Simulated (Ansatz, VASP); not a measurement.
# Cross-check of SrTiO3 between VASP and Ansatz, part 2 of 2

Wanted: the spread between two codes on one cell, functional and k mesh. Of the first pair: The structure shown is the end of the Ansatz relaxation below.

VASP 6.6.1 and Ansatz 0.2.0.

So far: Set-up; Ansatz: relaxation, PBEsol; VASP: single point, PBEsol; Comparison.

**5. VASP: relaxation of cell and atoms, PBEsol**

Level of this step: PBEsol, no spin polarisation; plane waves and PAW (Sr_sv, Ti_sv, O) (VASP).

The relaxed volume is the usual yardstick between codes: in a stiff, nearly cubic crystal its relative difference is about their pressure difference at one cell divided by the bulk modulus.

The input, INCAR:

```
SYSTEM = SrTiO3
PREC = Accurate
ENCUT = 600
EDIFF = 1E-07
NELM = 120
ISMEAR = -1
SIGMA = 0.02
LREAL = .FALSE.
ALGO = Normal
GGA = PS
NBANDS = 26
LASPH = .TRUE.
LORBIT = 11
LWAVE = .FALSE.
LCHARG = .FALSE.
ISIF = 3
IBRION = 2
NSW = 80
EDIFFG = -0.005
GGA_COMPAT = .FALSE.
NELMIN = 4
EFERMI = MIDGAP
KPAR = 2
```

The input, POSCAR:

```
SrTiO3
1.0
    3.9050000000      0.0000000000      0.0000000000
    0.0000000000      3.9050000000      0.0000000000
    0.0000000000      0.0000000000      3.9050000000
Sr Ti O
1 1 3
Direct
    0.0000000000      0.0000000000      0.0000000000
    0.5000000000      0.5000000000      0.5000000000
    0.5000000000      0.5000000000      0.0000000000
    0.5000000000      0.0000000000      0.5000000000
    0.0000000000      0.5000000000      0.5000000000
```

The input, KPOINTS:

```
Automatic mesh
0
Gamma
7 7 7
0 0 0
```

Potentials, in the order of the species: Sr_sv, Ti_sv and O (PBE family, release 64).

Launch:

```
> mpirun -np 2 vasp_std
```

Numbers of over 12 decimals in the logs are rounded to 6 here.

Log:

```text
[banner, memory and clock lines left out]
running    2 mpi-ranks, on    1 nodes
[...]
[... a notice as in an earlier step ...]

 LDA part: xc-table for (Slater+PW92), standard interpolation
 POSCAR, INCAR and KPOINTS ok, starting setup
[...]
entering main loop
       N       E                     dE             d eps       ncg     rms          rms(c)
DAV:   1     0.467249661132E+03    0.46725E+03   -0.23791E+04  1040   0.191E+03
DAV:   2    -0.756916049455E+00   -0.46801E+03   -0.45303E+03  1186   0.489E+02
DAV:   3    -0.495207269389E+02   -0.48764E+02   -0.48401E+02  1484   0.149E+02
DAV:   4    -0.516002757347E+02   -0.20795E+01   -0.20766E+01  1502   0.275E+01
[...]
DAV:  16    -0.420209435620E+02    0.50330E-06   -0.10979E-05  1248   0.308E-02    0.605E-03
DAV:  17    -0.420209434512E+02    0.11081E-06   -0.11350E-06  1518   0.110E-02    0.312E-03
DAV:  18    -0.420209434821E+02   -0.30957E-07   -0.91229E-08   774   0.303E-03
   1 F= -.42020943E+02 E0= -.42020943E+02  d E =-.420209E+02
[...]
DAV:  10    -0.420211476287E+02    0.24321E-06   -0.55239E-07  1216   0.701E-03    0.908E-04
DAV:  11    -0.420211475850E+02    0.43747E-07   -0.38773E-08   650   0.127E-03
   2 F= -.42021148E+02 E0= -.42021148E+02  d E =-.204103E-03
 trial-energy change:   -0.000204  1 .order   -0.000139   -0.008199    0.007921
 step:   0.5147(harm=  0.5086)  dis= 0.00000  next Energy=   -42.023062 (dE=-0.212E-02)
[...]
N       E                     dE             d eps       ncg     rms          rms(c)
DAV:   1    -0.420380246264E+02   -0.16877E-01   -0.42260E-01  1222   0.658E+00    0.113E+00
DAV:   2    -0.420249220745E+02    0.13103E-01   -0.46586E-02  1220   0.212E+00    0.393E-01
DAV:   3    -0.420227896339E+02    0.21324E-02   -0.12326E-02  1180   0.691E-01    0.172E-01
DAV:   4    -0.420228713338E+02   -0.81700E-04   -0.27841E-03  1412   0.266E-01    0.154E-01
[...]
DAV:   9    -0.420230734234E+02    0.19555E-06   -0.25185E-06  1558   0.822E-03    0.128E-03
DAV:  10    -0.420230735785E+02   -0.15513E-06   -0.28009E-07   864   0.313E-03    0.106E-03
DAV:  11    -0.420230735030E+02    0.75553E-07   -0.23106E-08   604   0.150E-03
   3 F= -.42023074E+02 E0= -.42023074E+02  d E =-.213002E-02
[...]
reached required accuracy - stopping structural energy minimisation
```

Parts of OUTCAR (step 5):

```text
  Total       -0.0004749     -0.0004749     -0.0004749     -0.0000000     -0.0000000     -0.0000000
  in kB       -0.0128782     -0.0128782     -0.0128782     -0.0000000     -0.0000000     -0.0000000
  external PRESSURE =      -0.0128782 kB  Pullay stress =       0.0000000 kB

 POSITION                                       TOTAL-FORCE (eV/Angst)
 -----------------------------------------------------------------------------------
      0.00000      0.00000      0.00000         0.000000     -0.000000      0.000000
      1.94734      1.94734      1.94734        -0.000000      0.000000      0.000000
      1.94734      1.94734     -0.00000         0.000000     -0.000000      0.000000
      1.94734      0.00000      1.94734         0.000000      0.000000      0.000000
      0.00000      1.94734      1.94734        -0.000000      0.000000      0.000000
 -----------------------------------------------------------------------------------
    total drift:                                0.000000     -0.000000     -0.000000

  FREE ENERGIE OF THE ION-ELECTRON SYSTEM (eV)
  ---------------------------------------------------
  free  energy   TOTEN  =       -42.0230735030 eV

  energy  without entropy=      -42.0230735030  energy(sigma->0) =      -42.02307350

 reached required accuracy - stopping structural energy minimisation

[... 1 part as in an earlier step ...]

[... 2 further parts left out ...]
[key lines of the parts left out:]
E-fermi :   4.9637
```

The run keeps the 48 symmetry operations of its start, so it cannot find a distortion of lower symmetry.

**6. Ansatz: relaxation of cell and atoms, PBEsol**

The same cell, functional, mesh and smearing now go to Ansatz.

The cell is taken from a series of runs on this material, whose earlier steps may have relaxed, scaled, displaced or heated it; both programs get it as it stands.

The input, input.yaml:

```yaml
crystal:
  lattice:
    - [3.905, 0.0, 0.0]
    - [0.0, 3.905, 0.0]
    - [0.0, 0.0, 3.905]
  atoms:
    - { symbol: Sr, position: [0.0, 0.0, 0.0] }
    - { symbol: Ti, position: [0.5, 0.5, 0.5] }
    - { symbol: O, position: [0.5, 0.5, 0.0] }
    - { symbol: O, position: [0.5, 0.0, 0.5] }
    - { symbol: O, position: [0.0, 0.5, 0.5] }
kpoints:
  mp_grid: { grid: [7, 7, 7] }
scf:
  occupations: { method: fermi_dirac, width: 0.02 }
hamiltonian:
  xc: pbesol
  pseudopotentials: { kind: paw, azcp: { folder: soft_1 }, xc_functional: pbe }
basis:
  ecutwfc: 600
output:
  forces: true
  stress: true
  write_density: true
  write_potential: true
  elf: true
  volumetric_format: npy
relax:
  f_tol: 0.005
  max_steps: 70
  cell: { stress_tol: 0.02, p_target: 0 }
```

Launch:

```
> ansatz run input.yaml --threads 4 --pin off --max-ram 10240MiB --backend cpu --events-out ev --progress --plain --runs-dir out
```

Log:

```text
[...]
Crystal: 5 atoms, lattice volume = 59.547 Å³
Basis set: ecut = 600 eV, 1935 PW (Γ), exchange–correlation on 64×64×64 points (8 copies of the dense FFT grid, shifted against one another)
Bands: 25, of which v1, the nominal top of the filled ones, is band 20 counted from 1 (19 counted from 0)
Symmetry: 48 space group operations
[...]
k-points: 20 of 343
[...]
--- Relaxed structure (3 steps of the walk, 3 accepted, 1 SCFs on fresh bases) ---
[...]
cell:  # Å, volume = 58.9250 Å³
    - [3.891345, 0, 0]
    - [0, 3.891345, 0]
    - [0, 0, 3.891345]
  atoms:
    - { symbol: Sr, position: [0, 0, 0] }
    - { symbol: Ti, position: [0.5, 0.5, 0.5] }
    - { symbol: O, position: [0.5, 0.5, 0] }
    - { symbol: O, position: [0.5, 0, 0.5] }
    - { symbol: O, position: [0, 0.5, 0.5] }
[key lines of the parts left out:]
SCF converged after 9 iterations
Free energy (F): -7657.286510 eV
Fermi energy:    10.874332 eV
P = ⅓ Tr σ = 0.0031 GPa (0.031 kbar)
```

**7. Side by side**

What differs besides the data sets and the points named for the pairs above, as far as they apply: Ansatz adds a Pulay correction to the stress that steers its cell, VASP none. Total energies have different zeros and are not compared.

Compared:

| quantity | Ansatz | VASP | difference |
| --- | --- | --- | --- |
| volume (Å³) | 58.92 | 59.08 | -0.26 % |
| edge a after relaxation, in the typed setting (Å) | 3.891 | 3.895 | -0.09 % |

**8. What came out**

- difference in gap on the k mesh (single point, PBEsol): 0.036 eV
- difference in volume (relaxation of cell and atoms, PBEsol): -0.26 %

What this shows: The difference in gap on the k mesh is 0.036 eV (single point, PBEsol), within the 0.08 eV picked in this series as the mark of a large difference. How closely two codes agree says nothing of how well the functional describes the real material.

[Lines on the potential files, build, host, timing and source positions are cut from VASP's logs without a mark.]

[Logs are printed without paths, hosts, clocks, repeated set-up lines and the standing remarks that a program may print on its own settings, such as how far it seeks lower states.]

[Hosts, paths, dates, database ids (printed as entryN), source tags and the programs' standing remarks are cut or masked in the printed files.]
